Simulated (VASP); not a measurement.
SrTiO3 (Tausonite): relaxation of cell and atoms with PBE

Crystal: SrTiO3 (Tausonite).

```
Sr Ti O
1.0
     3.92275    0.00000    0.00000
     0.00000    3.92275    0.00000
     0.00000    0.00000    3.92275
Sr Ti O
1 1 3
Direct
  0.50000 0.50000 0.50000
  0.00000 0.00000 0.00000
  0.50000 0.00000 0.00000
  0.00000 0.50000 0.00000
  0.00000 0.00000 0.50000
```

```yaml
Program: VASP 6.6.1
Task: relaxation of cell and atoms
Functional: PBE
Potentials_or_basis: VASP PAW PBE potentials, release 64 (Sr_sv, Ti_sv, O)
Cutoff: 600 eV
k_mesh: 8 × 8 × 8
Occupations: gaussian, width 0.03 eV
Spin: no spin polarisation
Target_pressure: 2.3 GPa
Further_INCAR_settings: ALGO = Normal; EDIFF = 1e-07; IBRION = 2; EDIFFG = -0.005; NSW = 90; ISIF = 3
Target_pressure: 2.3 GPa
```

```yaml
Pressure_after_relaxing: 2.3 GPa
Band_gap_on_the_k_mesh: 1.83 eV, indirect (least direct gap 2.19 eV)
```

Final structure:
```xyz
5
Lattice="3.9227 0.0000 0.0000 0.0000 3.9227 0.0000 0.0000 0.0000 3.9227" Properties=species:S:1:pos:R:3 pbc="T T T"
Sr    1.9614    1.9614    1.9614
Ti    0.0000    0.0000    0.0000
O     1.9614    0.0000    0.0000
O     0.0000    1.9614    0.0000
O     0.0000    0.0000    1.9614
```

Levels at points of the mesh, in eV from the valence-band top:
```csv
k point,band 18,band 19,band 20,band 21,band 22,band 23
"(0.00, 0.00, 0.00)",-0.36,-0.36,-0.36,1.83,1.83,1.83
"(0.50, 0.00, 0.00)",-1.94,-0.73,-0.73,2.00,3.71,3.71
"(0.50, 0.50, 0.00)",-1.55,-1.55,-0.09,3.72,3.72,4.17
"(0.50, 0.50, 0.50)",0.00,0.00,0.00,4.38,4.38,4.38
```

Wall time 48 s on 1 thread of Intel(R) Xeon(R) Platinum 8259CL CPU @ 2.50GHz (Skylake/Cascade Lake), with other jobs on the host, peak memory 0.22 GiB.

Caveat: the relaxation stopped at its first step, so nothing moved; the cell is relaxed towards a set pressure, so the enthalpy falls and the energy may rise. A k mesh can miss the band edges.
